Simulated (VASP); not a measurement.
**VWF4: single point with PBEsol+U**

Crystal: VWF4.

```
V W F
1.0
     5.60508    0.00000    0.03774
     0.00000    5.63169    0.00000
    -0.02531    0.00000    4.28162
V W F
2 2 8
Cartesian
  2.7962 3.4358 1.0893
  2.7836 2.1959 3.2301
  -0.0063 0.6832 1.0704
  -0.0190 4.9484 3.2112
  1.3378 2.0870 1.7757
  4.2546 2.0870 0.4028
  4.2419 3.5447 2.5437
  1.3252 3.5447 3.9165
  1.5654 4.9466 1.8451
  4.0270 4.9466 0.3334
  4.0143 0.6851 2.4743
  1.5528 0.6851 3.9859
```

The cell was built by a generator and needn't be a form met in nature.

```yaml
Program: VASP 6.6.1
Task: single point
Functional: PBEsol
Potentials_or_basis: VASP PAW PBE potentials, release 64 (V_sv, W_sv, F)
Cutoff: 520 eV
k_mesh: 4 × 3 × 4
Occupations: fermi-dirac, width 0.1 eV
Spin: no spin polarisation
Hubbard_terms: V d U = 2.65 eV
```

```
Pressure               : 1.8 GPa
Largest force          : 0.151 eV/Å
Band gap on the k mesh : none (metal or under the smearing width)
```

Forces on the atoms (eV/Å):
```
V    0.000  0.081  0.000
V    0.000 -0.081  0.000
W    0.000 -0.087  0.000
W    0.000  0.087  0.000
F   -0.012  0.058  0.001
F    0.012  0.058 -0.001
F    0.012 -0.058 -0.001
F   -0.012 -0.058  0.001
F    0.144 -0.017 -0.040
F   -0.144 -0.017  0.040
F   -0.144  0.017  0.040
F    0.144  0.017 -0.040
```

Stress tensor (GPa, compression positive):
```
2.58 0.00 0.19
0.00 1.11 0.00
0.19 0.00 1.60
```

Levels at points of the mesh, in eV from the Fermi level:
```
           k point  band 52  band 53  band 54  band 55  band 56  band 57  band 58  band 59
(0.00, 0.00, 0.00)    -1.21    -1.15    -1.07     0.23     0.38     0.59     0.62     0.96
(0.50, 0.00, 0.00)    -1.26    -0.93    -0.92     0.25     0.28     0.70     0.73     0.85
(0.00, 0.00, 0.50)    -1.69    -1.06    -1.06     0.10     0.10     0.90     0.90     1.17
(0.50, 0.00, 0.50)    -1.59    -0.81    -0.81    -0.30    -0.30     1.30     1.30     1.44
```

Eigenvalues of the final occupation matrices:
| site | spin | trace | eigenvalues |
| --- | --- | --- | --- |
| site 1 d | 1 | 1.61 | 0.09 0.10 0.42 0.48 0.52 |
| site 1 d | 2 | 1.61 | 0.09 0.10 0.42 0.48 0.52 |
| site 2 d | 1 | 1.61 | 0.09 0.10 0.42 0.48 0.52 |
| site 2 d | 2 | 1.61 | 0.09 0.10 0.42 0.48 0.52 |

Run time: 3.9 min on 1 thread of Intel(R) Xeon(R) Platinum 8488C (Sapphire Rapids), with other jobs on the host, peak memory 0.3 GiB.

Caveat: the k mesh is coarse (spacing up to 0.37 Å⁻¹), so the values aren't converged; the PAW data sets were made with another functional, which shifts forces and pressure a little; the run has no spin polarisation, though such a crystal can be magnetic; U without spin polarisation on a metal has little footing. The run has no spin-orbit coupling, so splittings on W are missing.
